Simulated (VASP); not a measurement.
Output of a VASP run:

### OSZICAR
```
       N       E                     dE             d eps       ncg     rms          rms(c)
DAV:   1     0.576921996226E+02    0.57692E+02   -0.57638E+03  2772   0.899E+02
DAV:   2    -0.802802767995E+01   -0.65720E+02   -0.63055E+02  2620   0.245E+02
DAV:   3    -0.100614891102E+02   -0.20335E+01   -0.20301E+01  2800   0.459E+01
DAV:   4    -0.100718565943E+02   -0.10367E-01   -0.10367E-01  2701   0.341E+00
DAV:   5    -0.100719298630E+02   -0.73269E-04   -0.73268E-04  2815   0.285E-01    0.581E+00
DAV:   6    -0.969038775842E+01    0.38154E+00   -0.96406E-02  3032   0.637E+00    0.353E+00
DAV:   7    -0.950228863910E+01    0.18810E+00   -0.11262E-01  2800   0.715E+00    0.254E-01
DAV:   8    -0.950150646887E+01    0.78217E-03   -0.48980E-03  2755   0.102E+00    0.645E-02
DAV:   9    -0.950160008410E+01   -0.93615E-04   -0.24217E-04  2743   0.375E-01    0.246E-02
DAV:  10    -0.950161764131E+01   -0.17557E-04   -0.35943E-05  2665   0.131E-01    0.626E-03
DAV:  11    -0.950161722298E+01    0.41832E-06   -0.53721E-06  2770   0.301E-02
   1 F= -.95016172E+01 E0= -.95016172E+01  d E =-.533905E-27
```

### OUTCAR
```
------------------------ aborting loop because EDIFF is reached ----------------------------------------
  FORCE on cell =-STRESS in cart. coord.  units (eV):
  Direction    XX          YY          ZZ          XY          YZ          ZX
  --------------------------------------------------------------------------------------
  Total      -21.2911702    -21.2927581    -21.3001856     -0.0018289     -0.0008009     -0.0008666
  in kB    -1427.9443595  -1428.0508554  -1428.5490024     -0.1226627     -0.0537110     -0.0581201
  external PRESSURE =   -1428.1814058 kB  Pullay stress =       0.0000000 kB
  volume of cell :       23.89
      direct lattice vectors                 reciprocal lattice vectors
     0.000000000  2.285895000  2.285895000    -0.218732706  0.218732706  0.218732706
     2.285895000  0.000000000  2.285895000     0.218732706 -0.218732706  0.218732706
     2.285895000  2.285895000  0.000000000     0.218732706  0.218732706 -0.218732706
  FREE ENERGIE OF THE ION-ELECTRON SYSTEM (eV)
  ---------------------------------------------------
  free  energy   TOTEN  =        -9.5016172230 eV

  energy  without entropy=       -9.5016172230  energy(sigma->0) =       -9.50161722
```
(Selected blocks of OUTCAR.)

File POSCAR:
```
NaF
1
    0.0000000000     2.2858950000     2.2858950000
    2.2858950000     0.0000000000     2.2858950000
    2.2858950000     2.2858950000     0.0000000000
Na F
1 1
Direct
 -0.0009370000  -0.0013100000  -0.0037460000
  0.5009370000   0.5013100000   0.5037460000
```

### Question
Reconstruct the remaining input files.

### Answer
One answer among several that fit: the input of the run itself, LDA (Ceperley-Alder, Perdew-Zunger), plane waves, VASP's LDA PAW potentials (set 64).

### INCAR
```
LREAL=.FALSE.   ! projection in real space or not
ENCUT=240
LASPH=.TRUE.
PREC=Accurate
SYSTEM=NaF
ISMEAR=0
LCHARG=.FALSE.
LWAVE=.FALSE.
ISIF=2   ! forces and stress, cell fixed
ALGO=Normal   ! blocked Davidson
NELM=100
EDIFF=1E-6   ! SCF stop (eV)
SIGMA=0.01   ! width (eV)
```

**KPOINTS**
```
Automatic mesh
0
Gamma
6 6 6
```

POTCAR, in this order: Na_pv F (LDA.64 set). Program: vasp_std.

At this cut-off the stress carries a Pulay error, which pulls relaxed volumes low.

The structure comes from a computed database's NaF entry; how it stands against other phases isn't given here. The cell was not relaxed at this level, atoms are displaced from their ideal sites. The run is one of a series of settings (ENCUT = 240, GGA removed, KPOINTS 6×6×6 Γ-centred mesh, POTCAR Na_pv F (LDA.64 set) against the base run), some of them coarse on purpose.
